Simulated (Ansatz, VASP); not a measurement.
## One calculation of BaCd3Se4, two programs

```
Ba Cd Se
1.0
     4.89754    0.00000    0.00000
     0.00000    4.89754    0.00000
     0.00000    0.00000    9.03467
Ba Cd Se
1 3 4
Cartesian
  0.0000 0.0000 4.5173
  0.0000 0.0000 0.0000
  2.4488 2.4488 3.1182
  2.4488 2.4488 5.9165
  0.0000 2.4488 1.8413
  0.0000 2.4488 7.1934
  2.4488 0.0000 7.1934
  2.4488 0.0000 1.8413
```

Change from the starting cell: species swapped into the RbZn4As3 type (P4/mmm, No. 123).

Alike in both runs: functional PBE; k mesh 3 × 3 × 1; occupations gaussian, width 0.15 eV; no spin polarisation.

Ansatz relaxed the structure, and its values are those at the end. VASP's run is a single point on that final structure, the one shown.

|  | VASP | Ansatz |
| --- | --- | --- |
| version | VASP 6.6.1 | Ansatz 0.2.0 |
| potentials or method | VASP PAW PBE potentials, release 64 (Ba_sv, Cd, Se) | scalar-relativistic, plane waves, PAW |
| plane-wave cutoff (eV) | 520 | 420 |
| valence electrons in the cell | 70 | 134 |

VASP gave:

| Property | Result |
| --- | --- |
| gap on the k mesh at the Fermi level (eV) | none |
| pressure (GPa) | 0.3 |
| rms of the force components (eV/Å) | 0.026 |

Problem. Estimate Ansatz's values.

Solution. gap on the k mesh at the Fermi level (eV): none; pressure (GPa): -0.1; rms of the force components (eV/Å): 0.017.

A gap of «none» marks a metal or a gap that the smearing closes. The two sets of potentials don't hold the same shells in valence.

Caveats: the k mesh is coarse (spacing up to 0.70 Å⁻¹), so the values aren't converged. The runs have no spin-orbit coupling, so splittings on Ba are missing.
